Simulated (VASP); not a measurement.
Data:

```
CoGa
1.0
    2.88000     0.00000     0.00000
    0.00000     2.88000     0.00000
    0.00000     0.00000     2.88000
Ga Co
1 1
Direct
  0.54167   0.51736   0.50000
  0.00000   0.00000   0.00000
```

Computed with PBE GGA, VASP's PBE PAW potentials (set 64) (plane waves; VASP 6.6.1). Settings: 400 eV cut-off, 10×10×10 Γ-centred mesh, first-order Methfessel-Paxton smearing of 0.10 eV, potentials Ga_d Co.

Problem. The ions are relaxed. Give the cell that the relaxation ends in.

Solution. 
```
CoGa
1.0
    2.88000     0.00000     0.00000
    0.00000     2.88000     0.00000
    0.00000     0.00000     2.88000
Ga Co
1 1
Direct
  0.52091   0.50870   0.50000
  0.02075   0.00866   0.00000
```
Space group Pm-3m (221), at a tolerance of 0.03 Å.

Problem. How much energy does the relaxation gain?

Solution. The energy (σ→0) changes by -26.3 meV/atom, in 7 ionic steps.

The compound is CoGa in the CsCl type structure. In the starting cell atoms are displaced from their ideal sites. This run relaxes the ions in a fixed cell. Symmetry was kept, so distortions that lower it aren't found. The run is not spin-polarised, so no magnetic state was tried.
